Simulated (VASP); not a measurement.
CdS:

```
Cd S
1.0
     0.00000    2.91650    2.91650
     2.91650    0.00000    2.91650
     2.91650    2.91650    0.00000
Cd S
1 1
Direct
  0.00000 0.00000 0.00000
  0.25000 0.25000 0.25000
```

```yaml
Program: VASP 6.6.1
Task: relaxation of cell and atoms
Functional: PBE
Potentials_or_basis: VASP PAW PBE potentials, release 64 (Cd, S)
Cutoff: 520 eV
k_mesh: 10 × 10 × 10
Occupations: gaussian, width 0.02 eV
Spin: no spin polarisation
```

At the start: pressure 3.2 GPa; volume 24.81 Å³/atom.

**Question.** How do energy, volume and symmetry change on relaxing?

**Answer.** Over 3 steps the energy falls by 12.9 meV/atom and the volume is 26.16 Å³/atom (+5.4 %); space group F-43m (No. 216, to 0.05 Å).

Step by step:
```csv
step,energy change (eV),largest force (eV/Å),pressure (GPa),volume (Å³)
1,0.0000,0.0000,3.21,49.62
2,-0.0230,0.0000,-0.93,53.27
3,-0.0258,0.0000,0.01,52.31
```

Final structure:
```xyz
2
Lattice="0.0000 2.9684 2.9684 2.9684 0.0000 2.9684 2.9684 2.9684 0.0000" Properties=species:S:1:pos:R:3 pbc="T T T"
Cd    0.0000    0.0000    0.0000
S     1.4842    1.4842    1.4842
```
